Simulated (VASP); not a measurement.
Write the native input for VASP 6.6.1 that does the following.

| Item | Value |
| --- | --- |
| Task | single point |
| Functional | PBE |
| Potentials or basis | VASP PAW PBE potentials, release 64 (Ir, P) |
| Cutoff | 520 eV |
| k mesh | 6 × 5 × 3 |
| Occupations | tetrahedron |
| Spin | no spin polarisation |
| Dipole correction | no |
| Further INCAR settings | ALGO = Normal; EDIFF = 1e-07; NBANDS = 22 |

The structure of PIr lies in POSCAR:

```
PIr
1.0
    2.7875100000      0.0000000000      0.0000000000
    0.0000000000      3.6153690000      0.0000000000
    0.0000000000      0.0000000000      6.1457750000
Ir P
2 2
Direct
    0.2500000000      0.7500000000      0.4527000000
    0.7500000000      0.2500000000      0.5473000000
    0.2500000000      0.2500000000      0.2213000000
    0.7500000000      0.7500000000      0.7787000000
```

The cell was built by a generator and needn't be a form met in nature.

These files were run (other wordings do the same):

INCAR

```
  PREC = Accurate
  ENCUT = 520
  EDIFF = 1E-7
  ISMEAR = -5
  SIGMA = 0.1
  LREAL = F
  LASPH = T
  NELM = 100
  ALGO = Normal
  ISIF = 2
  LWAVE = F
  LCHARG = F
  GGA = PE
  NBANDS = 22
```

KPOINTS

```
Automatic mesh
0
Gamma
  6 5 3
```

Potentials or basis: VASP PAW PBE potentials, release 64 (Ir, P).

Command:

```bash
$ cat potpaw_PBE.64/Ir/POTCAR potpaw_PBE.64/P/POTCAR > POTCAR
$ mpirun -np 1 vasp_std > vasp.out
```

Results of the run:

The pressure is 66.3 GPa. The largest force is 5.023 eV/Å and the band gap on the k mesh is none (metal or under the smearing width).

Caveat: the k mesh is coarse (spacing up to 0.38 Å⁻¹), so the values aren't converged; a pressure of tens of GPa on the cell as given is suspect, and the run, the potentials or the cell itself is likely at fault; forces of over 1 eV/Å show positions far from the minimum, so gaps and moduli don't describe the material at rest; tetrahedron occupations give inexact forces and stress in metals.

Run time: 29 s on 1 thread of AMD EPYC 9R14 (Zen 4), on a shared host, peak memory 0.16 GiB.
